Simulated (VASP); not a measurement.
# BaOs (Pm-3m) in VASP: notebook

The runs below take BaOs through single point, with PBEsol.

All numbers are computed with VASP 6.6.1; they aren't measurements. Logs are shortened: lines on timing, memory, paths and dates and some standing lists are left out, and cuts for length are marked.

## (1) The structure

It takes space group Pm-3m (No. 221, cubic). Conventional cell: a = 3.973 Å, b = 3.973 Å, c = 3.973 Å, α = 90.00°, β = 90.00°, γ = 90.00°. Ba (site symmetry m-3m) is surrounded by 8 Os at 3.44 Å. Around Os (site symmetry m-3m) lie 8 Ba at 3.44 Å.

The cell comes from a database or a generator and needn't be the stable form of this composition.

## (2) Single point, PBEsol

INCAR reads:

```
PREC = Accurate
ENCUT = 520
EDIFF = 1E-7
ISMEAR = 0
SIGMA = 0.05
LREAL = False
LASPH = True
NELM = 100
ALGO = Normal
ISIF = 2
LWAVE = False
LCHARG = True
GGA = PS
LELF = True
LVHAR = True
NBANDS = 16
```

KPOINTS reads:

```
regular mesh
0
Gamma
  8 8 8
```

POSCAR reads:

```
BaOs
1.0
    3.9731535535      0.0000000000      0.0000000000
    0.0000000000      3.9731535535      0.0000000000
    0.0000000000      0.0000000000      3.9731535535
Ba Os
1 1
Direct
    0.0000000000      0.0000000000      0.0000000000
    0.5000000000      0.5000000000      0.5000000000
```

Potentials or basis: VASP PAW PBE potentials, release 64 (Ba_sv, Os).

Command:

```bash
$ cat potpaw_PBE.64/Ba_sv/POTCAR potpaw_PBE.64/Os/POTCAR > POTCAR
$ mpirun -np 1 vasp_std > vasp.out
```

OUTCAR:

```text
PREC = Accurate
   ENCUT = 520
   EDIFF = 1E-7
   ISMEAR = 0
   LREAL = False
   LASPH = True
   NELM = 100
   ISIF = 2
   GGA = PS

 ion  position               nearest neighbor table
   1  0.000  0.000  0.000-   2 3.44   2 3.44   2 3.44   2 3.44   2 3.44   2 3.44   2 3.44   2 3.44

   2  0.500  0.500  0.500-   1 3.44   1 3.44   1 3.44   1 3.44   1 3.44   1 3.44   1 3.44   1 3.44

  LATTYP: Found a simple cubic cell.
 ALAT       =     3.9731535535

  Lattice vectors:

 A1 = (   3.9731535535,   0.0000000000,   0.0000000000)
 A2 = (   0.0000000000,   3.9731535535,   0.0000000000)
 A3 = (   0.0000000000,   0.0000000000,   3.9731535535)

Analysis of symmetry for initial positions (statically):
=====================================================================
 Subroutine PRICEL returns:
 Original cell was already a primitive cell.

 Routine SETGRP: Setting up the symmetry group for a
 simple cubic supercell.

 Subroutine GETGRP returns: Found 48 space group operations
 (whereof 48 operations were pure point group operations)
 out of a pool of 48 trial point group operations.

The static configuration has the point symmetry O_h .

Analysis of symmetry for dynamics (positions and initial velocities):
=====================================================================
 Subroutine PRICEL returns:
 Original cell was already a primitive cell.

 Routine SETGRP: Setting up the symmetry group for a
 simple cubic supercell.

 Subroutine GETGRP returns: Found 48 space group operations
 (whereof 48 operations were pure point group operations)
 out of a pool of 48 trial point group operations.

The dynamic configuration has the point symmetry O_h .

 Subroutine INISYM returns: Found 48 space group operations
 (whereof 48 operations are pure point group operations),
 and found     1 'primitive' translations

----------------------------------------------------------------------------------------

                                     Primitive cell

  volume of cell :      62.7200

  direct lattice vectors                    reciprocal lattice vectors
     3.973153553  0.000000000  0.000000000     0.251689240  0.000000000  0.000000000
     0.000000000  3.973153553  0.000000000     0.000000000  0.251689240  0.000000000
     0.000000000  0.000000000  3.973153553     0.000000000  0.000000000  0.251689240

  length of vectors
     3.973153553  3.973153553  3.973153553     0.251689240  0.251689240  0.251689240

  position of ions in fractional coordinates (direct lattice)
     0.000000000  0.000000000  0.000000000
     0.500000000  0.500000000  0.500000000

  ion indices of the primitive-cell ions
   primitive index   ion index
                 1           1
                 2           2

----------------------------------------------------------------------------------------

 KPOINTS: regular mesh

Automatic generation of k-mesh.
 Grid dimensions read from file:
 generate k-points for:    8    8    8

 Generating k-lattice:

  Cartesian coordinates                     Fractional coordinates (reciprocal lattice)
     0.031461155  0.000000000  0.000000000     0.125000000  0.000000000  0.000000000
     0.000000000  0.031461155  0.000000000     0.000000000  0.125000000  0.000000000
     0.000000000  0.000000000  0.031461155     0.000000000  0.000000000  0.125000000

  Length of vectors
     0.031461155  0.031461155  0.031461155

  Shift w.r.t. Gamma in fractional coordinates (k-lattice)
     0.000000000  0.000000000  0.000000000

 Subroutine IBZKPT returns following result:
 ===========================================

 Found     35 irreducible k-points:

 Following reciprocal coordinates:
            Coordinates               Weight
  0.000000  0.000000  0.000000      1.000000
  0.125000  0.000000  0.000000      6.000000
  0.250000  0.000000  0.000000      6.000000
  0.375000  0.000000  0.000000      6.000000
  0.500000  0.000000  0.000000      3.000000
  0.125000  0.125000  0.000000     12.000000
[... 16 lines left out ...]
  0.375000  0.375000  0.125000     24.000000
  0.500000  0.375000  0.125000     24.000000
 [... further k-points ...]
   k-points           NKPTS =     35   k-points in BZ     NKDIM =     35   number of bands    NBANDS=     16
   number of dos      NEDOS =    301   number of ions     NIONS =      2
   total plane-waves  NPLWV =  27000
   dimension x,y,z NGX =    30 NGY =   30 NGZ =   30
   dimension x,y,z NGXF=    60 NGYF=   60 NGZF=   60
   ions per type =               1   1
   NGX,Y,Z   is equivalent  to a cutoff of  12.55, 12.55, 12.55 a.u.
   NGXF,Y,Z  is equivalent  to a cutoff of  25.11, 25.11, 25.11 a.u.
 SYSTEM =  unknown system
   PREC   = accura    normal or accurate (medium, high low for compatibility)
   ISTART =      0    job   : 0-new  1-cont  2-samecut
   ICHARG =      2    charge: 1-file 2-atom 10-const
   ISPIN  =      1    spin polarized calculation?
   LNONCOLLINEAR =      F non collinear calculations
   LSORBIT =      F    spin-orbit coupling
   LASPH  =      T    aspherical Exc in radial PAW
   ENCUT  =  520.0 eV  38.22 Ry    6.18 a.u.   7.39  7.39  7.39*2*pi/ulx,y,z
   NELM   =    100;   NELMIN=  2; NELMDL= -5     # of ELM steps
   EDIFF  = 0.1E-06   stopping-criterion for ELM
   LREAL  =      F    real-space projection
   EDIFFG = 0.1E-05   stopping-criterion for IOM
   NSW    =      0    number of steps for IOM
   IBRION =     -1    ionic relax: 0-MD 1-quasi-New 2-CG
   NFREE  =      0    steps in history (QN), initial steepest desc. (CG)
   ISIF   =      2    stress and relaxation
   ISYM   =      2    0-nonsym 1-usesym 2-fastsym
   POTIM  = 0.5000    time-step for ionic-motion
   TEBEG  =    0.0;   TEEND  =   0.0 temperature during run
   PSTRESS=    0.0 pullay stress
   NELECT =      18.0000    total number of electrons
   NUPDOWN=      -1.0000    fix difference up-down
   EMIN   =  10.00;   EMAX   =-10.00  energy-range for DOS
   EFERMI =   0.00;   METHOD = LEGACY
   ISMEAR =     0;   SIGMA  =   0.05  broadening in eV -4-tet -1-fermi 0-gaus
   EFERMI_NEDOS =   21; number of points for ismear=-14 and -15
   IALGO  =     38    algorithm
   IMIX   =      4    mixing-type and parameters
     AMIX     =   0.40;   BMIX     =  1.00
     AMIX_MAG =   1.60;   BMIX_MAG =  1.00
  volume/ion in A,a.u.               =      31.36       211.63
  Fermi-wavevector in a.u.,A,eV,Ry     =   1.079851  2.040622 15.865443  1.166077
  Thomas-Fermi vector in A             =   2.215826
   LORBIT       =      0    0 simple, 1 ext, 2 COOP (PROOUT), +10 PAW based schemes
   GGA     = PS    functional components
   LHFCALC =     F    Hartree Fock is set to
   AEXX    =    0.0000 exact exchange contribution
   IVDW    =     0    specifies the selected vdW correction
   LEPSILON=     F    determine dielectric tensor
   LRPA    =     F    only Hartree local field effects (RPA)
 non-spin polarized calculation
 Gauss-broadening in eV      SIGMA  =   0.05
  energy-cutoff  :      520.00
  volume of cell :       62.72
 maximum number of plane-waves:      1743
 NGX is ok and might be reduce to    30
   NGX = 15   NGY = 15   NGZ = 15

 number of electron      17.9999999 magnetization

 Free energy of the ion-electron system (eV)
  ---------------------------------------------------
  ext. energy  EPLUGINS =         0.00000000
  ---------------------------------------------------
  free energy    TOTEN  =       -10.69491744 eV

  energy without entropy =      -10.68538559  energy(sigma->0) =      -10.69015151

 E-fermi :   2.3094     XC(G=0):  -9.9506

 val. band max:        2.2815926106   @ k =   0.3750   0.3750   0.3750
 cond. band min:       2.3113700655   @ k =   0.2500   0.1250   0.1250
 fundamental gap:      0.0297774549
 Fermi energy:         2.3094119960

 k-point     1 :       0.0000    0.0000    0.0000
  band No.  band energies     occupation
      1     -24.3301      2.00000
      2      -9.2623      2.00000
      3      -9.2623      2.00000
      4      -9.2623      2.00000
      5      -1.6084      2.00000
      6       0.6332      2.00000
[... 8 lines left out ...]
     15       9.4053      0.00000
     16       9.8499      0.00000

 k-point     2 :       0.1250    0.0000    0.0000
  band No.  band energies     occupation
      1     -24.3204      2.00000
      2      -9.4086      2.00000
      3      -9.2546      2.00000
      4      -9.2546      2.00000
      5      -1.3394      2.00000
      6       0.7077      2.00000
[... 8 lines left out ...]
     15       8.6988      0.00000
     16       9.7376      0.00000

 k-point     3 :       0.2500    0.0000    0.0000
  band No.  band energies     occupation
      1     -24.2969      2.00000
      2      -9.7348      2.00000
      3      -9.2357      2.00000
      4      -9.2357      2.00000
      5      -0.6263      2.00000
      6       0.9065      2.00000
[... 8 lines left out ...]
     15       8.4116      0.00000
     16       9.4732      0.00000

 k-point     4 :       0.3750    0.0000    0.0000
  band No.  band energies     occupation
      1     -24.2732      2.00000
      2     -10.0306      2.00000
      3      -9.2168      2.00000
      4      -9.2168      2.00000
      5       0.3120      2.00000
      6       1.1430      2.00000
[... 8 lines left out ...]
     15       9.2167      0.00000
     16       9.5689      0.00000

 k-point     5 :       0.5000    0.0000    0.0000
  band No.  band energies     occupation
      1     -24.2633      2.00000
      2     -10.1459      2.00000
      3      -9.2089      2.00000
      4      -9.2089      2.00000
      5       0.8740      2.00000
      6       1.2570      2.00000
[... 8 lines left out ...]
     15       9.1123      0.00000
     16      10.7524      0.00000

 k-point     6 :       0.1250    0.1250    0.0000
  band No.  band energies     occupation
      1     -24.3109      2.00000
      2      -9.4217      2.00000
      3      -9.3705      2.00000
      4      -9.2458      2.00000
      5      -1.0969      2.00000
      6       0.8133      2.00000
[... 8 lines left out ...]
     15       9.3703      0.00000
     16       9.5885      0.00000

 k-point     7 :       0.2500    0.1250    0.0000
  band No.  band energies     occupation
      1     -24.2879      2.00000
      2      -9.7165      2.00000
      3      -9.3627      2.00000
      4      -9.2245      2.00000
      5      -0.4662      2.00000
      6       0.9912      2.00000
[... 8 lines left out ...]
     15       8.9742      0.00000
     16       9.3757      0.00000

 k-point     8 :       0.3750    0.1250    0.0000
  band No.  band energies     occupation
      1     -24.2647      2.00000
      2     -10.0030      2.00000
      3      -9.3352      2.00000
      4      -9.2030      2.00000
      5       0.3139      2.00000
      6       1.1993      2.00000
[... 8 lines left out ...]
     15       9.1731      0.00000
     16       9.6869      0.00000

 k-point     9 :       0.5000    0.1250    0.0000
  band No.  band energies     occupation
      1     -24.2550      2.00000
      2     -10.1151      2.00000
      3      -9.3235      2.00000
      4      -9.1940      2.00000
      5       0.7308      2.00000
      6       1.3555      2.00000
[... 8 lines left out ...]
     15       9.0853      0.00000
     16      10.7242      0.00000
[... 172 lines left out ...]
 k-point    19 :       0.5000    0.1250    0.1250
  band No.  band energies     occupation
      1     -24.2466      2.00000
      2     -10.0871      2.00000
      3      -9.3117      2.00000
      4      -9.3073      2.00000
      5       0.7185      2.00000
      6       1.3170      2.00000
[... 8 lines left out ...]
     15       8.9675      0.00000
     16      10.8183      0.00000

 k-point    20 :       0.2500    0.2500    0.1250
  band No.  band energies     occupation
      1     -24.2572      2.00000
      2      -9.6841      2.00000
      3      -9.6052      2.00000
      4      -9.3198      2.00000
      5       0.0721      2.00000
      6       1.2736      2.00000
[... 8 lines left out ...]
     15       7.9171      0.00000
     16      11.0014      0.00000

 k-point    21 :       0.3750    0.2500    0.1250
  band No.  band energies     occupation
      1     -24.2353      2.00000
      2      -9.9148      2.00000
      3      -9.5921      2.00000
      4      -9.2887      2.00000
      5       0.3385      2.00000
      6       1.3765      2.00000
[... 8 lines left out ...]
     15       8.5323      0.00000
     16      10.6753      0.00000

 k-point    22 :       0.5000    0.2500    0.1250
  band No.  band energies     occupation
      1     -24.2262      2.00000
      2     -10.0181      2.00000
      3      -9.5734      2.00000
      4      -9.2753      2.00000
      5       0.4037      2.00000
      6       1.3744      2.00000
[... 8 lines left out ...]
     15       8.8147      0.00000
     16      10.8964      0.00000

 k-point    23 :       0.3750    0.3750    0.1250
  band No.  band energies     occupation
      1     -24.2143      2.00000
      2      -9.8651      2.00000
      3      -9.8289      2.00000
      4      -9.2549      2.00000
      5       0.1372      2.00000
      6       1.2785      2.00000
[... 8 lines left out ...]
     15       8.8418      0.00000
     16      10.3807      0.00000

 k-point    24 :       0.5000    0.3750    0.1250
  band No.  band energies     occupation
      1     -24.2056      2.00000
      2      -9.9469      2.00000
      3      -9.8194      2.00000
      4      -9.2407      2.00000
      5       0.0339      2.00000
      6       1.2177      2.00000
[... 8 lines left out ...]
     15       9.0980      0.00000
     16      10.0570      0.00000

 [... further k-points ...]

------------------------ aborting loop because EDIFF is reached ----------------------------------------

  FORCE on cell =-STRESS in cart. coord.  units (eV):
  Direction    XX          YY          ZZ          XY          YZ          ZX
  --------------------------------------------------------------------------------------
  -------------------------------------------------------------------------------------
  Total       -3.2704554     -3.2704554     -3.2704554     -0.0000000     -0.0000000      0.0000000
  in kB      -83.5435193    -83.5435193    -83.5435193     -0.0000000     -0.0000000      0.0000000
  external PRESSURE =     -83.5435193 kB  Pullay stress =       0.0000000 kB

 VOLUME and BASIS-vectors are now :
 -----------------------------------------------------------------------------
  energy-cutoff  :      520.00
  volume of cell :       62.72
      direct lattice vectors                 reciprocal lattice vectors
     3.973153553  0.000000000  0.000000000     0.251689240  0.000000000  0.000000000
     0.000000000  3.973153553  0.000000000     0.000000000  0.251689240  0.000000000
     0.000000000  0.000000000  3.973153553     0.000000000  0.000000000  0.251689240

 POSITION                                       TOTAL-FORCE (eV/Angst)
 -----------------------------------------------------------------------------------
      0.00000      0.00000      0.00000         0.000000      0.000000      0.000000
      1.98658      1.98658      1.98658         0.000000      0.000000      0.000000
 -----------------------------------------------------------------------------------
    total drift:                                0.000000      0.000000     -0.000000

  FREE ENERGIE OF THE ION-ELECTRON SYSTEM (eV)
  ---------------------------------------------------
  free  energy   TOTEN  =       -10.6949174368 eV

  energy  without entropy=      -10.6853855887  energy(sigma->0) =      -10.69015151
```

Wall time 79 s (1 thread of Intel Xeon Platinum 8175M at 2.50GHz (Skylake/Cascade Lake), shared host); peak memory 0.19 GiB.

What came out:

* Free energy: -10.6949 eV
* Pressure: -8.4 GPa
* Band gap on the k mesh: none (metal or under the smearing width)

Levels at points of the mesh, in eV from the Fermi level:
```
           k point  band 5  band 6  band 7  band 8  band 9  band 10  band 11  band 12  band 13  band 14
(0.00, 0.00, 0.00)   -3.92   -1.68   -1.68   -0.06   -0.06    -0.06     3.64     3.64     7.10     7.10
(0.50, 0.00, 0.00)   -1.44   -1.05   -0.26   -0.06   -0.06     0.14     0.72     2.32     3.53     3.53
(0.50, 0.50, 0.00)   -2.64   -1.34   -0.73   -0.73    0.59     0.61     3.10     3.10     4.28     6.68
(0.50, 0.50, 0.50)   -0.23   -0.23   -0.23    0.37    0.37     0.37     0.63     0.63     1.28     8.74
```

Caveat: the PAW data sets were made with another functional, which shifts forces and pressure a little. Spin-orbit coupling is left out, which matters for the levels of Ba, Os.

## (3) Single point, PBEsol

This run uses another cell than the first one, of 23.93 Å³/atom, 0.763 times its volume.

INCAR reads:

```
SYSTEM = BaOs
PREC = Accurate ; ENCUT = 520
EDIFF = 1E-7 ; ISMEAR = 0
SIGMA = 0.05 ; LREAL = .FALSE.
LASPH = .TRUE. ; NELM = 100
ALGO = Fast ; ISIF = 2
LWAVE = .FALSE. ; LCHARG = .FALSE.
GGA = PS ; NBANDS = 16
```

KPOINTS reads:

```
regular mesh
0
G
  8 8 8
  0 0 0
```

POSCAR reads:

```
BaOs
1.0
    3.6305092145      0.0000000000      0.0000000000
    0.0000000000      3.6305092145      0.0000000000
    0.0000000000      0.0000000000      3.6305092145
Ba Os
1 1
Direct
    0.0000000000      0.0000000000      0.0000000000
    0.5000000000      0.5000000000      0.5000000000
```

Potentials or basis: VASP PAW PBE potentials, release 64 (Ba_sv, Os).

Command:

```bash
$ cat potpaw_PBE.64/Ba_sv/POTCAR potpaw_PBE.64/Os/POTCAR > POTCAR
$ mpirun -np 1 vasp_std > vasp.out
```

Wall time 78 s (1 thread of Intel Xeon Platinum 8175M at 2.50GHz (Skylake/Cascade Lake), shared host); peak memory 0.17 GiB.

It converged, with:

* Free energy: -11.0960 eV
* Pressure: 2.7 GPa
* Band gap on the k mesh: none (metal or under the smearing width)

Levels at points of the mesh, in eV from the Fermi level:
```tsv
k point	band 6	band 7	band 8	band 9	band 10	band 11	band 12	band 13
(0.00, 0.00, 0.00)	-2.82	-2.82	-0.32	-0.32	-0.32	4.18	4.18	8.97
(0.50, 0.00, 0.00)	-0.97	-0.20	-0.08	-0.08	0.01	1.26	1.91	3.75
(0.50, 0.50, 0.00)	-1.94	-1.38	-1.38	0.74	0.88	4.29	4.29	5.08
(0.50, 0.50, 0.50)	-0.20	-0.20	-0.02	-0.02	-0.02	0.80	0.80	2.18
```

Caveat: the PAW data sets were made with another functional, which shifts forces and pressure a little. Spin-orbit coupling is left out, which matters for the levels of Ba, Os.
